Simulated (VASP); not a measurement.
**CoSi: U from linear response**

Aim: the Hubbard U of CoSi from the response of a shell to a shift of its potential. The start is a cell from a database of measured crystal structures.

Calculated with VASP 6.6.1; PBE, spin-polarised from an antiferromagnetic start; plane waves and PAW (Co, Co, Si), in the first sound run; inputs show where later runs differ.

The database entry behind the starting cell differs from later determinations by our own check (0.1 to 0.3 % short, probably kX units), so it need not match the best structure at ambient conditions.

**1. Starting point**

The structure is cubic, space group P2_13 (No. 198). Conventional cell: a = 4.438 Å, b = 4.438 Å, c = 4.438 Å, α = 90.00°, β = 90.00°, γ = 90.00°. Co has 7 Si at 2.28 to 2.47 Å nearest. Nearest to Si lie 7 Co at 2.28 to 2.47 Å. Farther neighbours are not listed.

As a file:

```xyz
8
Lattice="4.4380 0.0000 0.0000 0.0000 4.4380 0.0000 0.0000 0.0000 4.4380" Properties=species:S:1:pos:R:3 pbc="T T T"
Co    3.8167    2.8403    1.5977
Co    2.8403    1.5977    3.8167
Co    1.5977    3.8167    2.8403
Co    0.6213    0.6213    0.6213
Si    0.6968    1.5222    2.9158
Si    1.5222    2.9158    0.6968
Si    2.9158    0.6968    1.5222
Si    3.7412    3.7412    3.7412
```

**2. Ground state**

The shifted atom is typed as a species of its own, and density and orbitals are saved as the common start.

File INCAR:

```
SYSTEM = CoSi
PREC = Normal
ENCUT = 350
EDIFF = 1E-06
NELM = 150
ISMEAR = 0
SIGMA = 0.05
LREAL = .FALSE.
ALGO = Normal
GGA = PE
NBANDS = 40
ISPIN = 2
MAGMOM = 2 -2 2 -2 0 0 0 0
LASPH = .TRUE.
LMAXMIX = 4
LORBIT = 11
LWAVE = .TRUE.
LCHARG = .TRUE.
KPAR = 2
AMIX = 0.2
BMIX = 1E-04
AMIX_MAG = 0.8
BMIX_MAG = 1E-04
```

File POSCAR:

```
CoSi
1.0
    4.4380000000      0.0000000000      0.0000000000
    0.0000000000      4.4380000000      0.0000000000
    0.0000000000      0.0000000000      4.4380000000
Co Co Si
1 3 4
Direct
    0.8600000000      0.6400000000      0.3600000000
    0.6400000000      0.3600000000      0.8600000000
    0.3600000000      0.8600000000      0.6400000000
    0.1400000000      0.1400000000      0.1400000000
    0.1570000000      0.3430000000      0.6570000000
    0.3430000000      0.6570000000      0.1570000000
    0.6570000000      0.1570000000      0.3430000000
    0.8430000000      0.8430000000      0.8430000000
```

File KPOINTS:

```
Automatic mesh
0
Gamma
4 4 4
0 0 0
```

PAW data sets: Co, Co and Si (PBE family, release 64).

On the command line:

```sh
> mpirun -np 2 vasp_std
```

The program printed:

```text
[banner, memory and clock lines left out]
running    2 mpi-ranks, on    1 nodes
 distrk:  each k-point on    1 cores,    2 groups
 distr:  one band on    1 cores,    1 groups

 POSCAR found type information on POSCAR CoCoSi
 POSCAR found :  3 types and       8 ions
 LDA part: xc-table for (Slater+PW92), standard interpolation
 POSCAR, INCAR and KPOINTS ok, starting setup
 FFT: planning ... GRIDC
 FFT: planning ... GRID_SOFT
 FFT: planning ... GRID
 WAVECAR not read
 entering main loop
       N       E                     dE             d eps       ncg     rms          rms(c)
DAV:   1     0.285422616583E+03    0.28542E+03   -0.16411E+04  5760   0.110E+03
DAV:   2    -0.376908221137E+02   -0.32311E+03   -0.30273E+03  5768   0.284E+02
DAV:   3    -0.590149098349E+02   -0.21324E+02   -0.20381E+02  6824   0.876E+01
DAV:   4    -0.596476036242E+02   -0.63269E+00   -0.63028E+00  6824   0.143E+01
DAV:   5    -0.596707281747E+02   -0.23125E-01   -0.23119E-01  7560   0.258E+00    0.294E+01
DAV:   6    -0.554396539167E+02    0.42311E+01   -0.26052E+01  7192   0.668E+01    0.139E+01
DAV:   7    -0.547932866059E+02    0.64637E+00   -0.35417E+00  7216   0.272E+01    0.988E+00
DAV:   8    -0.547751295016E+02    0.18157E-01   -0.11254E+00  9048   0.127E+01    0.420E+00
DAV:   9    -0.547337184702E+02    0.41411E-01   -0.37077E-01  8592   0.605E+00    0.141E+00
DAV:  10    -0.547466361362E+02   -0.12918E-01   -0.57866E-02  8544   0.348E+00    0.133E+00
DAV:  11    -0.547373641713E+02    0.92720E-02   -0.29150E-02  7472   0.299E+00    0.673E-01
DAV:  12    -0.547375199539E+02   -0.15578E-03   -0.29523E-03  6464   0.522E-01    0.421E-01
DAV:  13    -0.547378975062E+02   -0.37755E-03   -0.34957E-03  8656   0.727E-01    0.236E-01
DAV:  14    -0.547377389255E+02    0.15858E-03   -0.12538E-03  8288   0.552E-01    0.136E-01
DAV:  15    -0.547377886131E+02   -0.49688E-04   -0.33951E-04  8552   0.178E-01    0.559E-02
DAV:  16    -0.547377723513E+02    0.16262E-04   -0.60776E-05  8520   0.552E-02    0.255E-02
DAV:  17    -0.547377739036E+02   -0.15523E-05   -0.32985E-05  8488   0.804E-02    0.271E-02
DAV:  18    -0.547377689835E+02    0.49201E-05   -0.18703E-05  7096   0.695E-02    0.849E-03
DAV:  19    -0.547377685735E+02    0.41002E-06   -0.26238E-06  3384   0.148E-02
   1 F= -.54737769E+02 E0= -.54736008E+02  d E =-.352088E-02  mag=    -0.0000
 writing wavefunctions
```

Elapsed: 28 s, on 2 MPI ranks of Intel Xeon 6975P-C (Granite Rapids), shared host; peak memory 0.39 GiB.

Lines that name or quote the potential files are left out of all logs, and their timing lines are given in words.

Parts of OUTCAR (step 2):

```text
ion  position               nearest neighbor table
   1  0.860  0.640  0.360-   5 2.28   6 2.33   7 2.33   8 2.33   7 2.47   8 2.47   6 2.47   2 2.72
                             2 2.72   4 2.72   4 2.72   3 2.72   3 2.72
   2  0.640  0.360  0.860-   6 2.28   5 2.33   7 2.33   8 2.33   5 2.47   7 2.47   8 2.47   1 2.72
                             1 2.72   3 2.72   3 2.72   4 2.72   4 2.72
   3  0.360  0.860  0.640-   7 2.28   6 2.33   5 2.33   8 2.33   6 2.47   5 2.47   8 2.47   4 2.72
                             2 2.72   2 2.72   4 2.72   1 2.72   1 2.72
   4  0.140  0.140  0.140-   8 2.28   6 2.33   7 2.33   5 2.33   6 2.47   5 2.47   7 2.47   1 2.72
                             3 2.72   3 2.72   1 2.72   2 2.72   2 2.72
   5  0.157  0.343  0.657-   1 2.28   2 2.33   3 2.33   4 2.33   3 2.47   4 2.47   2 2.47   8 2.75
                             6 2.75   6 2.75   8 2.75   7 2.75   7 2.75
   6  0.343  0.657  0.157-   2 2.28   1 2.33   3 2.33   4 2.33   1 2.47   3 2.47   4 2.47   8 2.75
                             5 2.75   5 2.75   7 2.75   7 2.75   8 2.75
   7  0.657  0.157  0.343-   3 2.28   2 2.33   1 2.33   4 2.33   2 2.47   1 2.47   4 2.47   8 2.75
                             8 2.75   5 2.75   6 2.75   6 2.75   5 2.75
   8  0.843  0.843  0.843-   4 2.28   2 2.33   3 2.33   1 2.33   2 2.47   1 2.47   3 2.47   5 2.75
                             6 2.75   7 2.75   7 2.75   5 2.75   6 2.75

  LATTYP: Found a simple cubic cell.
 ALAT       =     4.4380000000

 Subroutine GETGRP returns: Found  3 space group operations
 (whereof  1 operations were pure point group operations)

The static configuration has the point symmetry C_1 .
 The point group associated with its full space group is C_3 .

 Found     36 irreducible k-points:

   k-points           NKPTS =     36   k-points in BZ     NKDIM =     36   number of bands    NBANDS=     40

   dimension x,y,z NGX =    20 NGY =   20 NGZ =   20
   dimension x,y,z NGXF=    40 NGYF=   40 NGZF=   40

   ENCUT  =  350.0 eV  25.72 Ry    5.07 a.u.   6.77  6.77  6.77*2*pi/ulx,y,z

   NELECT =      52.0000    total number of electrons

 k-points in reciprocal lattice and weights: Automatic mesh
   0.00000000  0.00000000  0.00000000       0.016
   0.25000000  0.00000000  0.00000000       0.031
   0.00000000  0.25000000  0.00000000       0.031
   0.00000000  0.00000000  0.25000000       0.031
   0.50000000  0.00000000  0.00000000       0.016
   0.00000000  0.50000000  0.00000000       0.016
   0.00000000  0.00000000  0.50000000       0.016
   0.25000000  0.25000000  0.00000000       0.031
   0.00000000  0.25000000  0.25000000       0.031
[...]
0.50000000  0.25000000  0.50000000       0.031
   0.50000000  0.50000000  0.50000000       0.016

 average (electrostatic) potential at core
       1 -76.3883       2 -76.3882       3 -76.3882       4 -76.3882       5 -77.7161
       6 -77.7161       7 -77.7161       8 -77.7161

 E-fermi :  12.0547

 spin component 1
 k-point     1 :       0.0000    0.0000    0.0000
  band No.  band energies     occupation
    ...
     23      11.2909      1.00000
     24      11.2910      1.00000
     25      12.0503      0.54983
     26      12.0507      0.54576
     27      12.0510      0.54195
     28      14.5195      0.00000
     29      14.5196      0.00000
     30      14.5196      0.00000
     31      14.9841      0.00000
     32      14.9841      0.00000
    ...

 k-point     2 :       0.2500    0.0000    0.0000
  band No.  band energies     occupation
    ...
     22      11.1875      1.00000
     23      11.2995      1.00000
     24      11.4132      1.00000
     25      11.7343      1.00000
     26      11.8855      1.00000
     27      12.7926      0.00000
     28      13.6820      0.00000
     29      13.7103      0.00000
     30      13.9716      0.00000
     31      14.4392      0.00000
    ...

 k-point     3 :       0.0000    0.2500    0.0000
  band No.  band energies     occupation
    ...
     22      11.1875      1.00000
     23      11.2995      1.00000
     24      11.4132      1.00000
     25      11.7343      1.00000
     26      11.8855      1.00000
     27      12.7926      0.00000
     28      13.6820      0.00000
     29      13.7103      0.00000
     30      13.9716      0.00000
     31      14.4392      0.00000
    ...

 k-point     4 :       0.0000    0.0000    0.2500
  band No.  band energies     occupation
    ...
     22      11.1875      1.00000
     23      11.2995      1.00000
     24      11.4132      1.00000
     25      11.7343      1.00000
     26      11.8855      1.00000
     27      12.7926      0.00000
     28      13.6820      0.00000
     29      13.7103      0.00000
     30      13.9716      0.00000
     31      14.4392      0.00000
    ...

 k-point     5 :       0.5000    0.0000    0.0000
  band No.  band energies     occupation
    ...
     22      11.0231      1.00000
     23      11.3939      1.00000
     24      11.3940      1.00000
     25      11.5941      1.00000
     26      11.5942      1.00000
     27      13.0520      0.00000
     28      13.0520      0.00000
     29      13.5153      0.00000
     30      13.5153      0.00000
     31      16.3523      0.00000
    ...

 k-point     6 :       0.0000    0.5000    0.0000
  band No.  band energies     occupation
    ...
     22      11.0233      1.00000
     23      11.3939      1.00000
     24      11.3939      1.00000
     25      11.5940      1.00000
     26      11.5943      1.00000
     27      13.0519      0.00000
     28      13.0520      0.00000
     29      13.5153      0.00000
     30      13.5154      0.00000
     31      16.3523      0.00000
    ...

  Total       -0.3899415     -0.3897943     -0.3899069      0.0000299     -0.0000116     -0.0000117
  in kB       -7.1474013     -7.1447026     -7.1467671      0.0005484     -0.0002120     -0.0002146
  external PRESSURE =      -7.1462903 kB  Pullay stress =       0.0000000 kB

  energy-cutoff  :      350.00
  volume of cell :       87.41
      direct lattice vectors                 reciprocal lattice vectors
     4.438000000  0.000000000  0.000000000     0.225326724  0.000000000  0.000000000
     0.000000000  4.438000000  0.000000000     0.000000000  0.225326724  0.000000000
     0.000000000  0.000000000  4.438000000     0.000000000  0.000000000  0.225326724

 POSITION                                       TOTAL-FORCE (eV/Angst)
 -----------------------------------------------------------------------------------
      3.81668      2.84032      1.59768        -0.157229      0.157273     -0.157172
      2.84032      1.59768      3.81668         0.157229     -0.157245     -0.157257
      1.59768      3.81668      2.84032        -0.157236     -0.157256      0.157239
      0.62132      0.62132      0.62132         0.157252      0.157221      0.157211
      0.69677      1.52223      2.91577         0.019594     -0.019608      0.019618
      1.52223      2.91577      0.69677        -0.019657      0.019644      0.019692
      2.91577      0.69677      1.52223         0.019657      0.019627     -0.019647
      3.74123      3.74123      3.74123        -0.019611     -0.019656     -0.019684
 -----------------------------------------------------------------------------------
    total drift:                                0.000012      0.000054      0.000019

  FREE ENERGIE OF THE ION-ELECTRON SYSTEM (eV)
  ---------------------------------------------------
  free  energy   TOTEN  =       -54.7377685735 eV

  energy  without entropy=      -54.7342476949  energy(sigma->0) =      -54.73600813

 total charge
# of ion       s       p       d       tot
------------------------------------------
    1        0.435   0.615   7.555   8.604
    2        0.435   0.615   7.555   8.604
    3        0.435   0.615   7.555   8.604
    4        0.435   0.615   7.555   8.604
    5        0.728   0.882   0.000   1.610
    6        0.728   0.882   0.000   1.610
    7        0.728   0.882   0.000   1.610
    8        0.728   0.882   0.000   1.610
--------------------------------------------------
tot          4.650   5.988  30.219  40.857

 magnetization (x)
# of ion       s       p       d       tot
------------------------------------------
    1       -0.000  -0.000   0.000   0.000
    2        0.000   0.000  -0.000  -0.000
    3       -0.000  -0.000   0.000   0.000
    4        0.000   0.000  -0.000  -0.000
    5        0.000   0.000   0.000   0.000
    6       -0.000  -0.000   0.000  -0.000
    7        0.000   0.000   0.000   0.000
    8       -0.000  -0.000   0.000  -0.000
--------------------------------------------------
tot          0.000   0.000  -0.000  -0.000

[... 4 further parts left out ...]
```

The k-mesh is coarse for a metal.

This step gave:

| Quantity | Value |
| --- | --- |
| electronic cycles | 19 |
| electrons | 52 |
| free energy (TOTEN) | -54.7378 eV |
| energy at zero smearing | -54.7360 eV |
| Fermi energy | 12.05 eV |
| labelled metallic, from the levels on this mesh | yes |

The spin moment in the PAW sphere vanishes on all atoms.

Force by atom:

| atom | x (eV/Å) | y (eV/Å) | z (eV/Å) | size |
| --- | --- | --- | --- | --- |
| Co1 | -0.157 | 0.157 | -0.157 | 0.272 |
| Co2 | 0.157 | -0.157 | -0.157 | 0.272 |
| Co3 | -0.157 | -0.157 | 0.157 | 0.272 |
| Co4 | 0.157 | 0.157 | 0.157 | 0.272 |
| Si5 | 0.020 | -0.020 | 0.020 | 0.034 |
| Si6 | -0.020 | 0.020 | 0.020 | 0.034 |
| Si7 | 0.020 | 0.020 | -0.020 | 0.034 |
| Si8 | -0.020 | -0.020 | -0.020 | 0.034 |

The moments of the start collapsed, so the response belongs to a non-magnetic state; other starts were not tried.

**3. Shifted potential, frozen density, alpha -0.2**

This step: PBE, with a shift of one shell's potential, spin-polarised from an antiferromagnetic start; plane waves and PAW (Co, Co, Si) (VASP 6.6.1).

With the density held, the shell's charge shows the bare response.

INCAR, as its differences from that of step 2:

```diff
@@ -16,4 +16,4 @@
 LORBIT = 11
-LWAVE = .TRUE.
-LCHARG = .TRUE.
+LWAVE = .FALSE.
+LCHARG = .FALSE.
 KPAR = 2
@@ -23 +23,7 @@
 BMIX_MAG = 1E-04
+LDAU = .TRUE.
+LDAUTYPE = 3
+LDAUL = 2 -1 -1
+LDAUU = -0.2 0 0
+LDAUJ = -0.2 0 0
+ICHARG = 11
```

POSCAR is that of step 2.

KPOINTS is that of step 2.

The run starts from files that an earlier step left in the folder.

On the command line:

```sh
> mpirun -np 2 vasp_std
```

The program printed:

```text
[banner, memory and clock lines left out]
running    2 mpi-ranks, on    1 nodes
 distrk:  each k-point on    1 cores,    2 groups
 distr:  one band on    1 cores,    1 groups

 POSCAR found type information on POSCAR CoCoSi
 POSCAR found :  3 types and       8 ions
 LDA part: xc-table for (Slater+PW92), standard interpolation
 found WAVECAR, reading the header
 WARNING: stress and forces are not correct
 POSCAR, INCAR and KPOINTS ok, starting setup
 FFT: planning ... GRIDC
 FFT: planning ... GRID_SOFT
 FFT: planning ... GRID
 reading WAVECAR
 the WAVECAR file was read successfully
 charge density read from file: CHGCAR, CoSi
magnetization read from file: component  1
 entering main loop
       N       E                     dE             d eps       ncg     rms          rms(c)
DAV:   1    -0.532363045985E+02   -0.53236E+02   -0.42376E-02  8664   0.274E+00
DAV:   2    -0.532368001251E+02   -0.49553E-03   -0.49552E-03  6600   0.457E-01
DAV:   3    -0.532368023623E+02   -0.22372E-05   -0.22372E-05  7144   0.264E-02
DAV:   4    -0.532368024108E+02   -0.48505E-07   -0.47918E-07  3912   0.389E-03
   1 F= -.53236802E+02 E0= -.53235308E+02  d E =-.298900E-02  mag=    -0.0000
```

Run time: 8 s. Hardware: 2 MPI ranks; peak memory 0.4 GiB; 15 s of CPU time.

From OUTCAR (step 3):

```text
 Found     36 irreducible k-points:

   NELECT =      52.0000    total number of electrons

 E-fermi :  12.0985

 spin component 1
 k-point     1 :       0.0000    0.0000    0.0000
  band No.  band energies     occupation
    ...
     21      11.1938      1.00000
     22      11.1938      1.00000
     23      11.3516      1.00000
     24      11.3516      1.00000
     25      12.0563      0.88371
     26      12.1156      0.31402
     27      12.1158      0.31274
     28      14.5318      0.00000
     29      14.5318      0.00000
     30      14.5645      0.00000
    ...

 k-point     2 :       0.2500    0.0000    0.0000
  band No.  band energies     occupation
    ...
     22      11.2376      1.00000
     23      11.3467      1.00000
     24      11.4609      1.00000
     25      11.7764      1.00000
     26      11.9317      1.00000
     27      12.8250      0.00000
     28      13.7151      0.00000
     29      13.7434      0.00000
     30      14.0037      0.00000
     31      14.4655      0.00000
    ...

 k-point     3 :       0.0000    0.2500    0.0000
  band No.  band energies     occupation
    ...
     22      11.2376      1.00000
     23      11.3467      1.00000
     24      11.4609      1.00000
     25      11.7764      1.00000
     26      11.9317      1.00000
     27      12.8250      0.00000
     28      13.7151      0.00000
     29      13.7434      0.00000
     30      14.0037      0.00000
     31      14.4655      0.00000
    ...

 k-point     4 :       0.0000    0.0000    0.2500
  band No.  band energies     occupation
    ...
     22      11.2376      1.00000
     23      11.3467      1.00000
     24      11.4609      1.00000
     25      11.7764      1.00000
     26      11.9317      1.00000
     27      12.8250      0.00000
     28      13.7151      0.00000
     29      13.7434      0.00000
     30      14.0037      0.00000
     31      14.4655      0.00000
    ...

  Total       -3.9366876     -3.9367438     -3.9367024     -0.0463312     -0.0463366      0.0463427
  in kB      -72.1571956    -72.1582248    -72.1574665     -0.8492248     -0.8493228      0.8494353
  external PRESSURE =     -72.1576290 kB  Pullay stress =       0.0000000 kB

 POSITION                                       TOTAL-FORCE (eV/Angst)
 -----------------------------------------------------------------------------------
      3.81668      2.84032      1.59768        -0.180776      0.180771     -0.180773
      2.84032      1.59768      3.81668         0.102649     -0.200047     -0.171568
      1.59768      3.81668      2.84032        -0.171564     -0.102654      0.200081
      0.62132      0.62132      0.62132         0.200046      0.171574      0.102621
      0.69677      1.52223      2.91577         0.116141     -0.116133      0.116144
      1.52223      2.91577      0.69677         0.032849      0.038143     -0.061185
      2.91577      0.69677      1.52223        -0.061188     -0.032835     -0.038155
      3.74123      3.74123      3.74123        -0.038157      0.061182      0.032833
 -----------------------------------------------------------------------------------
    total drift:                                0.027507     -0.027502      0.027500

  FREE ENERGIE OF THE ION-ELECTRON SYSTEM (eV)
  ---------------------------------------------------
  free  energy   TOTEN  =       -53.2368024108 eV

  energy  without entropy=      -53.2338134095  energy(sigma->0) =      -53.23530791

 total charge
# of ion       s       p       d       tot
------------------------------------------
    1        0.435   0.618   7.382   8.435
    2        0.435   0.617   7.588   8.640
    3        0.435   0.617   7.588   8.640
    4        0.435   0.617   7.588   8.640
    5        0.730   0.884   0.000   1.614
    6        0.729   0.887   0.000   1.615
    7        0.729   0.887   0.000   1.615
    8        0.729   0.887   0.000   1.615
--------------------------------------------------
tot          4.658   6.012  30.146  40.816

 magnetization (x)
# of ion       s       p       d       tot
------------------------------------------
    1       -0.000  -0.000   0.000   0.000
    2        0.000   0.000  -0.000  -0.000
    3       -0.000  -0.000   0.000   0.000
    4        0.000   0.000  -0.000  -0.000
    5       -0.000   0.000   0.000   0.000
    6        0.000  -0.000   0.000  -0.000
    7       -0.000   0.000   0.000   0.000
    8        0.000  -0.000   0.000  -0.000
--------------------------------------------------
tot         -0.000  -0.000   0.000   0.000

[... 9 parts as in an earlier step ...]

[... 5 further parts left out ...]
```

Numbers from this step:

```
electronic cycles       : 4
free energy (TOTEN)     : -53.2368 eV
energy at zero smearing : -53.2353 eV
Fermi energy            : 12.10 eV
```

Energy at zero smearing: -53.23531 eV.

(Part 1 of 3 ends here.)

[Lines on the potential files, build, host, timing and source positions are cut from VASP's logs without a mark.]

[Logs are printed without paths, hosts, clocks, repeated set-up lines and the standing remarks that a program may print on its own settings, such as how far it seeks lower states.]

[Hosts, paths, dates, database ids (printed as entryN), source tags and the programs' standing remarks are cut or masked in the printed files.]

[In band tables of VASP the shares of atoms and orbitals are scaled to a sum of 1 inside the atoms' spheres.]

[Runs that stopped without an error message from VASP are left out.]
